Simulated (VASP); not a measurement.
Input:

```
CELL_PARAMETERS angstrom
      3.46855     0.00000     0.00000
      0.00000     3.46855     0.00000
      0.00000     0.00000     3.46855
ATOMIC_POSITIONS crystal
  Si 0.00000 0.00000 0.00000
  Ni 0.00000 0.50000 0.50000
  Ni 0.50000 0.00000 0.50000
  Ni 0.50000 0.50000 0.00000
```

These are TPSS meta-GGA, VASP's PBE PAW potentials (set 64) (plane waves; VASP 6.6.1) values and carry that method's errors. Settings: 520 eV cut-off, 10×10×10 Γ-centred mesh, tetrahedra with Blöchl corrections, potentials Si Ni.

**Question.** Give the energies of bands 7 to 20 at the high-symmetry points, in eV from the Fermi level.

**Answer.** 
```json
[
 {"band": "7", "Γ": "-3.70", "X": "-3.07", "M": "-2.85", "R": "-3.85"},
 {"band": "8", "Γ": "-1.62", "X": "-2.27", "M": "-2.85", "R": "-2.32"},
 {"band": "9", "Γ": "-1.62", "X": "-2.27", "M": "-2.18", "R": "-2.32"},
 {"band": "10", "Γ": "-1.62", "X": "-2.17", "M": "-2.18", "R": "-2.32"},
 {"band": "11", "Γ": "-0.89", "X": "-2.06", "M": "-1.63", "R": "-1.55"},
 {"band": "12", "Γ": "-0.89", "X": "-1.39", "M": "-1.53", "R": "-1.55"},
 {"band": "13", "Γ": "-0.89", "X": "-1.36", "M": "-1.53", "R": "-1.55"},
 {"band": "14", "Γ": "-0.68", "X": "-1.36", "M": "-1.52", "R": "-1.31"},
 {"band": "15", "Γ": "-0.68", "X": "-1.22", "M": "-1.17", "R": "-1.31"},
 {"band": "16", "Γ": "-0.32", "X": "-0.61", "M": "-1.07", "R": "-0.47"},
 {"band": "17", "Γ": "0.06", "X": "0.07", "M": "-0.97", "R": "-0.20"},
 {"band": "18", "Γ": "0.06", "X": "3.77", "M": "0.70", "R": "-0.20"},
 {"band": "19", "Γ": "0.06", "X": "3.77", "M": "0.70", "R": "-0.20"},
 {"band": "20", "Γ": "5.21", "X": "5.36", "M": "5.85", "R": "1.39"}
]
```

It has no gap at this level: it comes out as a metal or semimetal.

The compound is Ni3Si in the L1_2 structure. It was relaxed first. The run is not spin-polarised, so no magnetic state was tried.
